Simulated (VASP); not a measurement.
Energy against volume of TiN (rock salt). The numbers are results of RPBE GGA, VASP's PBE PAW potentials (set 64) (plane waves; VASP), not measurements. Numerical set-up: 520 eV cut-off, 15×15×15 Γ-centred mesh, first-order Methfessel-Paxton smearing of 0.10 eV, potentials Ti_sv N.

```json
[
 {"V (Å³/atom)": "9.478", "E (eV/atom)": "-9.32951"},
 {"V (Å³/atom)": "9.771", "E (eV/atom)": "-9.33759"},
 {"V (Å³/atom)": "10.064", "E (eV/atom)": "-9.33131"},
 {"V (Å³/atom)": "10.358", "E (eV/atom)": "-9.31277"}
]
```

**Question.** Fit these four points and predict the energy of the run at 9.185 Å³/atom.

**Answer.** A cubic in V^(−2/3), the third-order Birch-Murnaghan form, passes through the four points with V0 = 9.78 Å³/atom and B0 = 260 GPa, and gives -9.3045 eV/atom there. The run gave -9.3046 eV/atom, -0.1 meV/atom from the fit; all five points give B0 = 260 GPa.

The compound is TiN in the rock salt structure. It was relaxed first.
